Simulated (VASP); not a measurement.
PdC: single point with r2SCAN

PdC:

```
CELL_PARAMETERS angstrom
2.84752 0.00000 0.00000
0.00000 2.84752 0.00000
0.00000 0.00000 2.84752
ATOMIC_POSITIONS crystal
Pd 0.00000 0.00000 0.00000
C 0.50000 0.50000 0.50000
```

The cell was built by a generator and needn't be a form met in nature.

```yaml
Program: VASP 6.6.1
Task: single point
Functional: r2SCAN
Potentials_or_basis: VASP PAW PBE potentials, release 64 (Pd, C)
Cutoff: 520 eV
k_mesh: 12 × 12 × 12
Occupations: fermi-dirac, width 0.1 eV
Spin: no spin polarisation
```

| Quantity | Value |
| --- | --- |
| Pressure | -15.7 GPa |
| Band gap on the k mesh | none (metal or under the smearing width) |

Levels at points of the mesh, in eV from the Fermi level:
```csv
k point,band 3,band 4,band 5,band 6,band 7,band 8,band 9,band 10,band 11,band 12
"(0.00, 0.00, 0.00)",-4.76,-1.74,-1.74,-1.74,0.67,0.67,0.67,6.27,15.65,15.65
"(0.50, 0.00, 0.00)",-4.33,-3.78,-3.78,-1.60,-0.34,3.72,3.72,10.09,11.53,13.22
"(0.50, 0.50, 0.00)",-3.67,-3.67,-2.66,-2.66,-0.83,-0.78,2.00,6.50,13.88,13.88
"(0.50, 0.50, 0.50)",-6.55,-6.55,-0.76,-0.76,3.21,3.21,3.21,7.09,7.09,7.09
```

Run time: 34 s on 1 thread of Intel(R) Xeon(R) 6975P-C (Granite Rapids), on a shared host, peak memory 0.16 GiB.

Caveat: so large a pressure means that the cell lies far from this level's equilibrium, or that cutoff or potentials fall short; the potentials were made for another functional, which shifts forces and pressure.
